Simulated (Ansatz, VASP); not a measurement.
# Cross-check of Si between VASP and Ansatz

Wanted: the spread between two codes on one cell, functional and k mesh. The cell is taken from a series of runs on this material, whose earlier steps may have relaxed, scaled, displaced or heated it; both programs get it as it stands.

Main program and level: Ansatz 0.2.0; plane waves, with VASP 6.6.1 beside it; single point at HSE06.

## Step 1: The structure

It takes space group Fd-3m (No. 227, cubic). Conventional cell: a = 5.323 Å, b = 5.323 Å, c = 5.323 Å, α = 90.00°, β = 90.00°, γ = 90.00°. Nearest to Si lie 4 Si at 2.30 Å.

As a file:

```cif
data_structure
_symmetry_space_group_name_H-M 'Fd-3m:1'
_symmetry_Int_Tables_number 227
_cell_length_a 5.3225
_cell_length_b 5.3225
_cell_length_c 5.3225
_cell_angle_alpha 90.000
_cell_angle_beta 90.000
_cell_angle_gamma 90.000
_cell_volume 150.78
loop_
_atom_site_label
_atom_site_type_symbol
_atom_site_symmetry_multiplicity
_atom_site_Wyckoff_symbol
_atom_site_fract_x
_atom_site_fract_y
_atom_site_fract_z
_atom_site_occupancy
Si1 Si 8 a 0.50000 0.00000 0.50000 1
```

## Step 2: Ansatz: single point, HSE06

Ansatz runs on its PAW soft_1 files.

With cell and atoms fixed, the geometry can't cause a difference; cores, projectors, grids and the points listed under the comparison can.

input.yaml reads:

```yaml
crystal:
  lattice:
    - [0.0, 2.6612517857, 2.6612517857]
    - [2.6612517857, 0.0, 2.6612517857]
    - [2.6612517857, 2.6612517857, 0.0]
  atoms:
    - { symbol: Si, position: [0.5, 0.5, 0.5] }
    - { symbol: Si, position: [0.75, 0.75, 0.75] }
kpoints:
  mp_grid: { grid: [6, 6, 6] }
scf:
  occupations: { method: fermi_dirac, width: 0.02 }
hamiltonian:
  xc: hse06
  pseudopotentials: { kind: paw, azcp: { folder: soft_1 } }
basis:
  ecutwfc: 600
output:
  forces: true
  stress: true
```

On the command line:

```bash
> ansatz run input.yaml --threads 8 --pin off --max-ram 18432MiB --backend cpu --events-out ev --progress --plain --runs-dir out
```

Numbers of over 12 decimals in the logs are rounded to 6 here.

The log of the run:

```text
Warning: output.stress: scf.convergence.dr2_threshold = 1e-7 eV (the SCF's general default) is looser than the 2e-10 eV advised for a printed stress (1e-10 eV for each atom of the cell: 2). What an SCF threshold leaves in a stress goes as its square root, and in the free energy as the threshold itself, and one threshold admits the most on a small cell: [figures from the program's tests cut] Set scf.convergence.dr2_threshold to 2e-10 eV or tighter. The threshold is an SCF's pass mark: one that does not reach it within its budget of iterations ends unconverged, or closes short of it on a stop that the run arms, and scf.convergence.dr2_threshold's page says what that costs each kind of run
Warning: output.stress: scf.exx.energy_threshold = 1e-6 eV is looser than the 2e-8 eV advised for a stress under a hybrid functional (1e-8 eV for each atom of the cell: 2). Every SCF of the exchange loop can meet its threshold on dr2 while the loop round them stops early: no threshold on dr2 bounds what that leaves in the stress. Set scf.exx.energy_threshold to 2e-8 eV or tighter. The threshold is the loop's pass mark: a loop that does not reach it within its budget of cycles ends unconverged, and scf.exx.energy_threshold's page has the law
Engine: ansatz 0.2.0, aarch64-unknown-linux-gnu
Pseudopotentials: kind: paw
Pseudopotential: Si, paw, valence charge 4, recommended cutoff 420 eV (normal), soft_1/Si.paw.azcp
Functional definition: HSE06
  parameter a = 0.25
  parameter omega = 0.11/bohr
  exchange = pbe_x - a*pbe_x_sr(omega) + a*exact_x_sr(omega)
  correlation = pbe_c
Crystal: 2 atoms, lattice volume = 37.695 Å³
Basis set: ecut = 600 eV, 1243 PW (Γ), exchange–correlation on 64×64×64 points (8 copies of the dense FFT grid, shifted against one another)
Bands: 8, of which v1, the nominal top of the filled ones, is band 4 counted from 1 (3 counted from 0)
Symmetry: 48 space group operations
Space group: Fd-3m (ITA 227), of the structure as read, at distance tolerance 3.4e-5 Å
k-points: 16 of 216
Non-local potential: Si, projectors of the file, l = 0: 2, l = 1: 2, l = 2: 1
PAW form: soft (Blöchl's): semilocal exchange-correlation on the pseudo side does not see the compensation charge
PAW frozen core: Si, regenerated for the run's functional, and the local potential with it (the file was generated under x = pbe(κ = 0.804, μ = 0.219515), c = pbe(β = 0.066725))
PAW one-centre angular grid: Si, 110 points (default); XC on 64 Gauss nodes
Initial density: superposition of atomic densities (chi_scale 0.1, normalization cell)
Initial wavefunctions: pseudopotential atomic-orbital guess
Functional: x = pbe(κ = 0.804, μ = 0.219515), c = pbe(β = 0.066725), warm-up for x = pbe(κ = 0.804, μ = 0.219515) + 0.25 (exact − pbe) at short range (hse, ω = 0.207870 Å⁻¹), c = pbe(β = 0.066725); HSE06 as pw.x's `hse` composes it (authors' and Libxc's form: `xc: wpbeh`)
SCF iter   1: F=—  HF=-1271.721472 eV  |F-HF|=—  |Δ(HF+E_count)|=         —  Δρ=5.07e-2  dr2=8.73e-1  ethr=1.00e-1  ⟨swp⟩=5.1  Hψ=470  notcnv=0
preconditioner: auto → none  [insulator: Δε(μ)=0.934 eV  Ē_g=9.911 eV  σ=0.020 eV  W_gap=1.00  n_scr=8 (ndim 8)  ℏωp=17.1 eV  f_vac=0.000  D(μ)=0.00/eV (n_scr^D=0)]
SCF iter   2: F=—  HF=-1271.532559 eV  |F-HF|=—  |Δ(HF+E_count)|=   1.89e-1  Δρ=2.23e-2  dr2=1.45e-1  ethr=1.09e-2  ⟨swp⟩=2.4  Hψ=264  notcnv=0  defer=1
iter 3 solved again at ethr=5.32e-6 eV; its pass at ethr=1.82e-3 eV (dr2=4.25e-4 eV) is discarded
SCF iter   3: F=—  HF=-1271.508393 eV  |F-HF|=—  |Δ(HF+E_count)|=   2.42e-2  Δρ=1.51e-3  dr2=4.83e-4  ethr=5.32e-6  ⟨swp⟩=4.8  Hψ=747  notcnv=0  defer=2
SCF iter   4: F=-1271.508742 eV  HF=-1271.508728 eV  |F-HF|=1.42e-5  |Δ(HF+E_count)|=   3.35e-4  Δρ=2.27e-4  dr2=1.05e-5  ethr=5.32e-6  ⟨swp⟩=2.3  Hψ=249  notcnv=0  defer=1
SCF 1 stopped early in 4 iterations: F = -1271.508742 eV  dr2 = 1.05e-5
  greatest PAW one-centre occupation: 0.627 electrons in one spin orbital (limit 2), on the Si atom at site 1 (counted from 0), in its partial waves of l = 0
Initial density: handed on by an earlier stage of this run
Initial wavefunctions: those handed on with the density
Functional: x = pbe(κ = 0.804, μ = 0.219515) + 0.25 (exact − pbe) at short range (hse, ω = 0.207870 Å⁻¹), c = pbe(β = 0.066725); HSE06 as pw.x's `hse` composes it (authors' and Libxc's form: `xc: wpbeh`)
Exchange kernel: α = 0.2500, screened, ω = 0.2079 Å⁻¹, Wigner–Seitz truncation, v(0) = 1046.2387 eV·Å³, q-mesh 6×6×6, nearest image of the exchange supercell L = 22.58 Å, pair-density grid 20×20×20, without the augmentation charges, whose exchange is taken in its separable form by FFT convolution over the k-point mesh (sized by the pseudopotential files, 25×25×25 at the most), smooth part of the exact exchange by density-matrix convolution
Frozen-core exchange: fock
SCF iter   1: F=—  HF=-1272.514981 eV  |F-HF|=—  |Δ(HF+E_count)|=         —  Δρ=3.35e-3  dr2=2.99e-3  ethr=1.31e-6  ⟨swp⟩=6.9  Hψ=679  notcnv=0
preconditioner: auto → none  [insulator: Δε(μ)=1.109 eV  Ē_g=11.166 eV  σ=0.020 eV  W_gap=1.00  n_scr=8 (ndim 8)  ℏωp=17.1 eV  f_vac=0.000  D(μ)=0.00/eV (n_scr^D=0)]
SCF iter   2: F=—  HF=-1272.513531 eV  |F-HF|=—  |Δ(HF+E_count)|=   1.45e-3  Δρ=7.73e-4  dr2=3.54e-4  ethr=1.31e-6  ⟨swp⟩=4.0  Hψ=355  notcnv=0
SCF iter   3: F=—  HF=-1272.516049 eV  |F-HF|=—  |Δ(HF+E_count)|=   2.52e-3  Δρ=4.21e-4  dr2=4.70e-5  ethr=9.33e-7  ⟨swp⟩=4.2  Hψ=344  notcnv=0
SCF iter   4: F=—  HF=-1272.516033 eV  |F-HF|=—  |Δ(HF+E_count)|=   1.61e-5  Δρ=3.55e-5  dr2=5.54e-6  ethr=5.17e-7  ⟨swp⟩=2.1  Hψ=197  notcnv=0  defer=1
SCF iter   5: F=-1272.516076 eV  HF=-1272.516077 eV  |F-HF|=5.12e-7  |Δ(HF+E_count)|=   4.36e-5  Δρ=6.16e-5  dr2=1.16e-6  ethr=3.60e-9  ⟨swp⟩=4.9  Hψ=431  notcnv=0
SCF 2 stopped early in 5 iterations: F = -1272.516076 eV  dr2 = 1.16e-6
  greatest PAW one-centre occupation: 0.632 electrons in one spin orbital (limit 2), on the Si atom at site 1 (counted from 0), in its partial waves of l = 0
hybrid outer 1: dexx = +2.908e-3 eV, tail = 3.51e-6 eV
Exchange kernel: α = 0.2500, screened, ω = 0.2079 Å⁻¹, Wigner–Seitz truncation, v(0) = 1046.2387 eV·Å³, q-mesh 6×6×6, nearest image of the exchange supercell L = 22.58 Å, pair-density grid 20×20×20, without the augmentation charges, whose exchange is taken in its separable form by FFT convolution over the k-point mesh (sized by the pseudopotential files, 25×25×25 at the most), smooth part of the exact exchange by density-matrix convolution
Frozen-core exchange: fock
SCF iter   1: F=—  HF=-1272.516066 eV  |F-HF|=—  |Δ(HF+E_count)|=         —  Δρ=8.17e-6  dr2=1.70e-8  ethr=2.19e-7  ⟨swp⟩=3.8  Hψ=306  notcnv=0
preconditioner: auto → none  [insulator: Δε(μ)=1.154 eV  Ē_g=11.177 eV  σ=0.020 eV  W_gap=1.00  n_scr=8 (ndim 8)  ℏωp=17.1 eV  f_vac=0.000  D(μ)=0.00/eV (n_scr^D=0)]
SCF iter   2: F=-1272.516066 eV  HF=-1272.516066 eV  |F-HF|=6.05e-10  |Δ(HF+E_count)|=   5.11e-8  Δρ=4.09e-6  dr2=2.80e-9  ethr=2.00e-10  ⟨swp⟩=4.1  Hψ=317  notcnv=0
SCF 3 converged in 2 iterations: F = -1272.516066 eV  dr2 = 2.80e-9
  Residual-converged pass: ⟨swp⟩=3.0  Hψ=239  notcnv=0  max |occ|·‖R‖ = 2.4e-6 eV (tolerance 2.4e-6 eV)  dr2=2.79e-9  dr2_onsite=4.20e-10  max |Δocc| = 9.4e-23
hybrid outer 2: dexx = +1.156e-8 eV, tail = 6.55e-9 eV, Δε = 8.53e-4 eV (about 7.25e-5 eV left of the loop's levels)
hybrid SCF converged: 2 outer / 7 inner (+4 warm-up), last move |dexx| = 1.16e-8 eV, tail = 6.55e-9 eV
Stability not checked: this state was not tested for a lower state beside it, because the functional holds exact exchange (a hybrid, or Hartree-Fock), whose exchange loop this test does not read (fock_operator; see scf.lower_state_search)
Free energy (F): -1272.516066 eV
Frozen-core exchange: fock
Harris-Foulkes:  -1272.516066 eV  (|F-HF|=6.05e-10)
Internal energy: -1272.516066 eV  (E = F + TS)
E sigma→0 (E₀):  -1272.516066 eV
Fermi energy:    7.107187 eV
--- Per-component energies (eV) ---
  E_band       = 6.056640
  E_kinetic    = 83.638599
  E_local      = -44.718257  (includes V_loc(G=0)·N_el)
  E_nonlocal   = 45.565928
  E_hartree    = 14.276772
  E_xc         = -92.747662
  E_vxc        = -78.943277  (∫ρ·V_xc dr)
  E_exx        = -11.392518  (= α·E_x^exact, valence–valence)
  E_paw        = -1033.843281  (= ΣΔE_a)
  E_vpaw       = -5.254918  (= ΣTr[D̂ρ^β])
  E_aug_tail   = 0.000018  (compensation charges beyond the density's cutoff)
  E_ewald      = -233.177432
  E_core_change = -0.118233  (= ΣΔE_core)
  E_smearing   = -0.000000  (= −TS)
  E_closure    = -0.000000  (closes the sum)
  Σ components = -1272.516066   (vs F -1272.516066, Δ=0.00e0)
--- Forces (eV/Å), atoms counted from 1 ---
  atom   1  Si    -0.00000000     0.00000000     0.00000000
  atom   2  Si     0.00000000    -0.00000000     0.00000000
  max |Σ_I F_I| component: 3.70e-17 eV/Å
--- Stress (GPa, compression-positive) ---
        7.428401      -0.000000      -0.000000
       -0.000000       7.428401      -0.000000
       -0.000000       0.000000       7.428401
  P = ⅓ Tr σ = 7.4284 GPa (74.284 kbar)
--- Band table (eV; the first three rows and the last of 16) ---
  k-point 0: bands = ["-7.2148", "6.5378", "6.5378", "6.5378", "9.8817", "9.8817"]
  k-point 1: bands = ["-6.7937", "3.9144", "6.0350", "6.0350", "9.8293", "10.6057"]
  k-point 2: bands = ["-5.6009", "0.4532", "5.3974", "5.3974", "9.2425", "10.8618"]
  k-point 15: bands = ["-2.1956", "-2.1956", "2.2979", "2.2979", "9.9792", "9.9792"]
  guard bands above this table: 2 of the run's 8 bands. The solve was not asked for them (output.publish_guard_bands: true or output.eigenvalues: true publishes all)
```

The column dr2 measures how far the density is from self-consistency, as an energy; F and HF (Harris–Foulkes) agree once it is small.

The run ends at a pressure of 7.43 GPa.

## Step 3: VASP: single point, HSE06

The same cell, functional, mesh and smearing now go to VASP, with its own data sets.

Lines of VASP's logs that name or quote its potential files are left out, and so is its time.

The run reads the wave functions of an earlier VASP run, which isn't shown here.

INCAR reads:

```
SYSTEM = Si
PREC = Accurate
ENCUT = 400
EDIFF = 1E-06
NELM = 100
ISMEAR = -1
SIGMA = 0.02
LREAL = .FALSE.
ALGO = Normal
LHFCALC = .TRUE.
AEXX = 0.25
GGA = PE
HFSCREEN = 0.208
LASPH = .TRUE.
NBANDS = 10
PRECFOCK = Fast
LORBIT = 11
LWAVE = .FALSE.
LCHARG = .FALSE.
KPAR = 4
ISIF = 2
```

POSCAR reads:

```
Si
1.0
    0.0000000000      2.6612517857      2.6612517857
    2.6612517857      0.0000000000      2.6612517857
    2.6612517857      2.6612517857      0.0000000000
Si
2
Direct
    0.5000000000      0.5000000000      0.5000000000
    0.7500000000      0.7500000000      0.7500000000
```

KPOINTS reads:

```
Automatic mesh
0
Gamma
6 6 6
0 0 0
```

PAW data sets: Si (PBE family, release 64).

On the command line:

```bash
> mpirun -np 4 vasp_std
```

The log of the run:

```text
[banner, memory and clock lines left out]
running    4 mpi-ranks, on    1 nodes
 distrk:  each k-point on    1 cores,    4 groups
 distr:  one band on    1 cores,    1 groups

 POSCAR found type information on POSCAR Si
 POSCAR found :  1 types and       2 ions
 LDA part: xc-table for (Slater+PW92), standard interpolation
 found WAVECAR, reading the header
 POSCAR, INCAR and KPOINTS ok, starting setup
 FFT: planning ... GRIDC
 FFT: planning ... GRID_SOFT
 FFT: planning ... GRID
 reading WAVECAR
 the WAVECAR file was read successfully
 initial charge from wavefunction
 entering main loop
       N       E                     dE             d eps       ncg     rms          rms(c)
DAV:   1    -0.124802426961E+02   -0.12480E+02   -0.38947E-01   324   0.407E+00    0.365E+00
DAV:   2    -0.124825108739E+02   -0.22682E-02   -0.64198E-03   368   0.619E-01    0.236E+00
DAV:   3    -0.124820905278E+02    0.42035E-03   -0.22111E-04   358   0.985E-02    0.139E+00
DAV:   4    -0.124819208101E+02    0.16972E-03   -0.34186E-05   350   0.377E-02    0.800E-01
DAV:   5    -0.124818637509E+02    0.57059E-04   -0.13528E-05   346   0.230E-02    0.460E-01
DAV:   6    -0.124818439809E+02    0.19770E-04   -0.51939E-06   340   0.141E-02    0.263E-01
DAV:   7    -0.124818371632E+02    0.68176E-05   -0.19117E-06   272   0.856E-03    0.150E-01
DAV:   8    -0.124818351984E+02    0.19648E-05   -0.68183E-07   162   0.526E-03    0.860E-02
DAV:   9    -0.124818346475E+02    0.55095E-06   -0.29033E-07   160   0.358E-03
   1 F= -.12481835E+02 E0= -.12481835E+02  d E =-.509822E-12
```

OUTCAR, selected parts (step 3):

```text
ion  position               nearest neighbor table
   1  0.500  0.500  0.500-   2 2.30   2 2.30   2 2.30   2 2.30
   2  0.750  0.750  0.750-   1 2.30   1 2.30   1 2.30   1 2.30

  LATTYP: Found a face centered cubic cell.
 ALAT       =     5.3225035714

 Subroutine GETGRP returns: Found 48 space group operations
 (whereof 24 operations were pure point group operations)

The static configuration has the point symmetry T_d .
 The point group associated with its full space group is O_h .

 Found     16 irreducible k-points:

   k-points           NKPTS =     16   k-points in BZ     NKDIM =    216   number of bands    NBANDS=     10

   dimension x,y,z NGX =    28 NGY =   28 NGZ =   28
   dimension x,y,z NGXF=    56 NGYF=   56 NGZF=   56

   ENCUT  =  400.0 eV  29.40 Ry    5.42 a.u.   6.14  6.14  6.14*2*pi/ulx,y,z

   NELECT =       8.0000    total number of electrons

 k-points in reciprocal lattice and weights: Automatic mesh
   0.00000000  0.00000000  0.00000000       0.005
   0.16666667  0.00000000  0.00000000       0.037
   0.33333333  0.00000000  0.00000000       0.037
   0.50000000  0.00000000  0.00000000       0.019
   0.16666667  0.16666667  0.00000000       0.028
   0.33333333  0.16666667  0.00000000       0.111
   0.50000000  0.16666667  0.00000000       0.111
  -0.33333333  0.16666667  0.00000000       0.111
  -0.16666667  0.16666667  0.00000000       0.056
[...]
-0.33333333  0.33333333  0.16666667       0.111
  -0.33333333  0.50000000  0.16666667       0.056

  exchange ACFDT corr.  =         0.00000000  see jH, gK, PRB 81, 115126

 average (electrostatic) potential at core
       1 -78.8295       2 -78.8295

 E-fermi :   6.5826

 k-point     1 :       0.0000    0.0000    0.0000
  band No.  band energies     occupation
      1      -7.6474      2.00000
      2       6.1020      2.00000
      3       6.1020      2.00000
      4       6.1020      2.00000
      5       9.4579      0.00000
      6       9.4579      0.00000
      7       9.4579      0.00000
      8      11.1904      0.00000
      9      14.9350      0.00000
    ...

 k-point     2 :       0.1667    0.0000    0.0000
  band No.  band energies     occupation
      1      -7.2261      2.00000
      2       3.4827      2.00000
      3       5.6010      2.00000
      4       5.6010      2.00000
      5       9.4055      0.00000
      6      10.1815      0.00000
      7      10.1815      0.00000
      8      13.1651      0.00000
      9      14.1976      0.00000
    ...

 k-point     3 :       0.3333    0.0000    0.0000
  band No.  band energies     occupation
      1      -6.0331      2.00000
      2       0.0239      2.00000
      3       4.9647      2.00000
      4       4.9647      2.00000
      5       8.8183      0.00000
      6      10.4383      0.00000
      7      10.4383      0.00000
      8      15.1483      0.00000
      9      15.2739      0.00000
    ...

  Total        1.6566299      1.6566299      1.6566299      0.0000000      0.0000000     -0.0000000
  in kB       70.4122426     70.4122426     70.4122426      0.0000000      0.0000000     -0.0000000
  external PRESSURE =      70.4122426 kB  Pullay stress =       0.0000000 kB

  energy-cutoff  :      400.00
  volume of cell :       37.70
      direct lattice vectors                 reciprocal lattice vectors
     0.000000000  2.661251786  2.661251786    -0.187881509  0.187881509  0.187881509
     2.661251786  0.000000000  2.661251786     0.187881509 -0.187881509  0.187881509
     2.661251786  2.661251786  0.000000000     0.187881509  0.187881509 -0.187881509

 POSITION                                       TOTAL-FORCE (eV/Angst)
 -----------------------------------------------------------------------------------
      2.66125      2.66125      2.66125         0.000000      0.000000      0.000000
      3.99188      3.99188      3.99188        -0.000000     -0.000000     -0.000000
 -----------------------------------------------------------------------------------
    total drift:                               -0.000000     -0.000000     -0.000000

  FREE ENERGIE OF THE ION-ELECTRON SYSTEM (eV)
  ---------------------------------------------------
  free  energy   TOTEN  =       -12.4818346475 eV

  energy  without entropy=      -12.4818346475  energy(sigma->0) =      -12.48183465

 total charge
# of ion       s       p       d       tot
------------------------------------------
    1        0.761   1.010   0.000   1.771
    2        0.761   1.010   0.000   1.771
--------------------------------------------------
tot          1.522   2.020   0.000   3.543

[... 3 further parts left out ...]
```

The run ends at a pressure of 7.04 GPa.

## Step 4: Side by side

Known differences besides the potentials themselves: exact exchange at q = 0 is treated differently, which shows on coarse meshes; VASP keeps PBE cores, Ansatz makes them for the functional; the cutoff is 600 eV in Ansatz and 400 eV in VASP; VASP takes a coarser grid for exact exchange (PRECFOCK = Fast). Total energies have different zeros and are not compared.

Compared:

```tsv
quantity	Ansatz	VASP	difference
pressure (GPa)	7.43	7.04	+0.39
gap on the k mesh (eV)	1.154	1.166	-0.012
```

A gap on the mesh is an upper bound, since the band edges may lie between its points.

## Step 5: Outcome

```yaml
difference_in_gap_on_the_k_mesh_single_point_hse06: -0.012 eV
```

In words: The difference in gap on the k mesh is -0.012 eV (single point, HSE06), within the 0.08 eV picked in this series as the mark of a large difference. Such differences can come from data sets, numerical settings and the points named under the comparisons, not from the functional's error against experiment.

[Lines on the potential files, build, host, timing and source positions are cut from VASP's logs without a mark.]

[Logs are printed without paths, hosts, clocks, repeated set-up lines and the standing remarks that a program may print on its own settings, such as how far it seeks lower states.]

[Hosts, paths, dates, database ids (printed as entryN), source tags and the programs' standing remarks are cut or masked in the printed files.]
